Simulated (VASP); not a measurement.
Write the native input for VASP 6.6.1 that does the following.

```
Task                   : band structure
Functional             : PBEsol
Potentials or basis    : VASP PAW PBE potentials, release 64 (Hg, Te)
Cutoff                 : 520 eV
k mesh                 : 10 × 10 × 10
Occupations            : gaussian, width 0.03 eV
Spin                   : no spin polarisation
Further INCAR settings : ALGO = Normal; EDIFF = 1e-07; NBANDS = 16
```

The structure of HgTe lies in POSCAR:

```
HgTe                                    
1.0
    0.0000000000      3.2580088205      3.2580088205
    3.2580088205      0.0000000000      3.2580088205
    3.2580088205      3.2580088205      0.0000000000
  Hg              Te            
     1     1
Direct
     0.0000000000000000    0.0000000000000000    0.0000000000000000
     0.2500000000000000    0.2500000000000000    0.2500000000000000
```

The input as run:

INCAR

```
PREC = Accurate
ENCUT = 520
EDIFF = 1E-7
ISMEAR = 0
SIGMA = 0.03
LREAL = F
LASPH = T
NELM = 80
ALGO = Normal
ISIF = 2
LWAVE = F
LCHARG = F
GGA = PS
NBANDS = 16
ICORELEVEL = 1
```

KPOINTS

```
regular mesh
0
Gamma
  10 10 10
```

KPOINTS_OPT

```
explicit points
159
Reciprocal
 0.0000000000  0.0000000000  0.0000000000 1
 0.0357142857  0.0000000000  0.0357142857 1
 0.0714285714  0.0000000000  0.0714285714 1
 0.1071428571  0.0000000000  0.1071428571 1
 0.1428571429  0.0000000000  0.1428571429 1
 0.1785714286  0.0000000000  0.1785714286 1
[... 151 lines left out ...]
 0.4250000000  0.0000000000  0.4250000000 1
 0.4500000000  0.0000000000  0.4500000000 1
```

Potentials or basis: VASP PAW PBE potentials, release 64 (Hg, Te).

The run is started by

```sh
$ cat potpaw_PBE.64/Hg/POTCAR potpaw_PBE.64/Te/POTCAR > POTCAR
$ mpirun -np 1 vasp_std > vasp.out
```

Results of the run:

| Item | Value |
| --- | --- |
| Pressure | 0.0 GPa |
| Band gap along the path | none (metal or under the smearing width) |

Caveat: the PAW data sets were made with another functional, which shifts forces and pressure a little; spin-orbit coupling is left out, which moves the levels of the heavy elements.

It took 110 s on 1 thread of Intel(R) Xeon(R) Platinum 8488C (Sapphire Rapids), on a shared host, peak memory 0.24 GiB.
